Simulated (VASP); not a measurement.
OSZICAR of a VASP run on InP (space group F-43m):

OSZICAR:
```
       N       E                     dE             d eps       ncg     rms          rms(c)
DAV:   1     0.125176093510E+03    0.12518E+03   -0.60611E+03  1560   0.107E+03
DAV:   2     0.127075402551E+01   -0.12391E+03   -0.12022E+03  1634   0.308E+02
DAV:   3    -0.971842866677E+01   -0.10989E+02   -0.10877E+02  1994   0.112E+02
DAV:   4    -0.101077426962E+02   -0.38931E+00   -0.38826E+00  1902   0.219E+01
DAV:   5    -0.101302054493E+02   -0.22463E-01   -0.22460E-01  2388   0.450E+00    0.587E+00
DAV:   6    -0.974185267625E+01    0.38835E+00   -0.61014E-01  2148   0.149E+01    0.344E+00
DAV:   7    -0.970569774276E+01    0.36155E-01   -0.23820E-01  2400   0.381E+00    0.134E+00
DAV:   8    -0.969961690951E+01    0.60808E-02   -0.18760E-02  2326   0.200E+00    0.790E-01
DAV:   9    -0.969899255176E+01    0.62436E-03   -0.16780E-03  1690   0.305E-01    0.245E-01
DAV:  10    -0.969890327885E+01    0.89273E-04   -0.10598E-03  2168   0.606E-01    0.125E-01
DAV:  11    -0.969887474918E+01    0.28530E-04   -0.23653E-04  2176   0.251E-01    0.242E-02
DAV:  12    -0.969887555437E+01   -0.80520E-06   -0.21147E-05  1804   0.386E-02    0.209E-02
DAV:  13    -0.969887542194E+01    0.13244E-06   -0.12773E-06  1520   0.112E-02
   1 F= -.96988754E+01 E0= -.96988754E+01  d E =-.517182E-07  mag=    -0.0000    -0.0000     0.0000
```

Q: Which electronic solver shows in the log?

A: It is blocked Davidson (ALGO = Normal, or the opening steps of other solvers). The INCAR had ALGO = Normal.

Q: How was spin treated?

A: With non-collinear spinors: mag has three components.

Q: Can the final energy be trusted as converged?

A: Self-consistency was reached. It stopped with EDIFF = 1E-6, NELM = 100 (LDA (Ceperley-Alder, Perdew-Zunger) with spin-orbit coupling, plane waves, VASP's LDA PAW potentials (set 64)).

The structure is a typed InP crystal (F-43m). The cell was not relaxed at this level. The run is one of a series of settings (GGA_COMPAT = .FALSE., LNONCOLLINEAR = .TRUE., LSORBIT = .TRUE., MAGMOM = 0.0 0.0 0.0 0.0 0.0 0.0, program vasp_ncl against the base run), some of them coarse on purpose.
